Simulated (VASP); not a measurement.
Cost and result of VASP (PAW) for the lattice constant a of Pt (fcc). Static lattice. The cost counts the five points of the equation of state, each on the mesh and cut-off of its row, so the ratios hold those differences too. With PBE it took about 60 core-seconds. Costs are core time on shared hosts, one run each; read them as rough ratios.

Measured: 3.913 Å at 0 K (as given by Daniel Mejia-Rodriguez et al., Physical Review B (2018), arXiv:1807.09216; static lattice: zero-point anharmonic expansion removed).

```csv
level,k-mesh,cut-off (eV),lattice constant a (Å),error (%),cost over PBE
LDA,16×16×16,520,3.897,-0.4,within a factor of 2
PBE,16×16×16,520,3.967,+1.4,reference
PBEsol,16×16×16,520,…,…,within a factor of 2
r2SCAN,16×16×16,520,3.943,+0.8,about 7 times
SCAN,16×16×16,520,3.897,-0.4,…
```

Task: Some entries are withheld; supply them.

Result: 
- PBEsol, lattice constant a (Å): 3.916
- PBEsol, error (%): +0.1
- SCAN, cost over PBE: about 10 times

Left out are levels that failed, ran on another kind of processor or have no fit band path; at most nine are shown.

The compound is Pt in the fcc structure.
